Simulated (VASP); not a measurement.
Crystal: CdTe.

```
CELL_PARAMETERS angstrom
0.00000 3.20500 3.20500
3.20500 0.00000 3.20500
3.20500 3.20500 0.00000
ATOMIC_POSITIONS crystal
Cd 0.00000 0.00000 0.00000
Te 0.25000 0.25000 0.25000
```

```yaml
Program: VASP 6.6.1
Task: relaxation of cell and atoms
Functional: PBE
Potentials_or_basis: VASP PAW PBE potentials, release 64 (Cd, Te)
Cutoff: 520 eV
k_mesh: 8 × 8 × 8
Occupations: gaussian, width 0.02 eV
Spin: no spin polarisation
```

At the start: pressure 4.4 GPa; volume 32.92 Å³/atom.

Problem. How do energy, volume and symmetry change on relaxing?

Solution. Over 3 steps the energy falls by 42.6 meV/atom and the volume is 36.31 Å³/atom (+10.3 %); space group F-43m (No. 216, to 0.05 Å).

The path:
| step | energy change (eV) | largest force (eV/Å) | pressure (GPa) | volume (Å³) |
| --- | --- | --- | --- | --- |
| 1 | 0.0000 | 0.0000 | 4.39 | 65.84 |
| 2 | -0.0784 | 0.0000 | -0.97 | 74.83 |
| 3 | -0.0852 | 0.0000 | 0.00 | 72.62 |

Final structure:
```yaml
crystal:
  lattice:
    - [0.00000, 3.31143, 3.31143]
    - [3.31143, 0.00000, 3.31143]
    - [3.31143, 3.31143, 0.00000]
  atoms:
    - { symbol: Cd, position: [0.00000, 0.00000, 0.00000] }
    - { symbol: Te, position: [0.25000, 0.25000, 0.25000] }
```

Caveat: the volume moved by +10 % from the deposited cell, more than functionals usually miss.
